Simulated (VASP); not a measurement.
Crystal: Sc2PN.

```xyz
4
Lattice="3.7483 0.0000 0.0000 0.0000 3.7483 0.0000 0.0000 0.0000 5.3009" Properties=species:S:1:pos:R:3 pbc="T T T"
N     0.0000    0.0000    0.0000
Sc    0.0000    0.0000    2.6504
Sc    1.8741    1.8741    0.0000
P     1.8741    1.8741    2.6504
```

The cell was built by a generator and needn't be a form met in nature.

* Program: VASP 6.6.1
* Task: relaxation of cell and atoms
* Functional: PBE
* Potentials or basis: VASP PAW PBE potentials, release 64 (N, Sc_sv, P)
* Cutoff: 600 eV
* k mesh: 6 × 6 × 4
* Occupations: fermi-dirac, width 0.02 eV
* Spin: no spin polarisation

At the start: pressure -16.4 GPa; volume 18.62 Å³/atom.

**Question.** How do energy, volume and symmetry change on relaxing?

**Answer.** Over 8 steps the energy falls by 199.0 meV/atom and the volume is 15.31 Å³/atom (-17.8 %); space group P4/mmm (No. 123, to 0.05 Å).

The path:
| step | energy change (eV) | largest force (eV/Å) | pressure (GPa) | volume (Å³) |
| --- | --- | --- | --- | --- |
| 1 | 0.0000 | 0.0000 | -16.36 | 74.48 |
| 2 | -0.5738 | 0.0000 | 13.93 | 55.80 |
| 3 | -0.7937 | 0.0000 | -0.08 | 61.31 |
| 4 | -0.7934 | 0.0000 | 0.41 | 61.07 |
| 5 | -0.7956 | 0.0000 | 0.45 | 61.04 |
| 6 | -0.7956 | 0.0000 | 0.46 | 61.04 |
| 7 | -0.7958 | 0.0000 | -0.27 | 61.40 |
| 8 | -0.7959 | 0.0000 | 0.00 | 61.26 |

Final structure:
```xyz
4
Lattice="3.4988 0.0000 0.0000 0.0000 3.4988 0.0000 0.0000 0.0000 5.0038" Properties=species:S:1:pos:R:3 pbc="T T T"
N     0.0000    0.0000    0.0000
Sc    0.0000    0.0000    2.5019
Sc    1.7494    1.7494    0.0000
P     1.7494    1.7494    2.5019
```

Caveat: the volume moved by over 15 % at a fixed basis, so the end points are rough.
